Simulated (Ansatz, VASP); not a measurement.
**Zn4C: VASP beside Ansatz**

```
CELL_PARAMETERS angstrom
4.19231 0.00000 0.00000
0.00000 4.19231 0.00000
0.00000 0.00000 4.19231
ATOMIC_POSITIONS crystal
Zn 0.27516 0.72484 0.72484
Zn 0.72484 0.27516 0.72484
Zn 0.72484 0.72484 0.27516
Zn 0.27516 0.27516 0.27516
C 0.00000 0.00000 0.00000
```

Change from the starting cell: species swapped into the SnI4 type (P-43m, No. 215).

Alike in both runs: functional PBE; k mesh 10 × 10 × 10; occupations gaussian, width 0.1 eV; no spin polarisation.

Ansatz relaxed the structure, and its values are those at the end. VASP's run is a single point on that final structure, the one shown.

|  | VASP | Ansatz |
| --- | --- | --- |
| version | VASP 6.6.1 | Ansatz 0.2.0 |
| potentials or method | VASP PAW PBE potentials, release 64 (Zn, C) | scalar-relativistic, plane waves, PAW |
| plane-wave cutoff (eV) | 520 | 420 |
| valence electrons in the cell | 52 | 52 |

```csv
,VASP,Ansatz,Ansatz less VASP
gap on the k mesh at the Fermi level (eV),none,none,-
pressure (GPa),0.4,0.0,-0.42
rms of the force components (eV/Å),0.012,0.001,-0.0103
```

A gap of «none» marks a metal or a gap that the smearing closes.
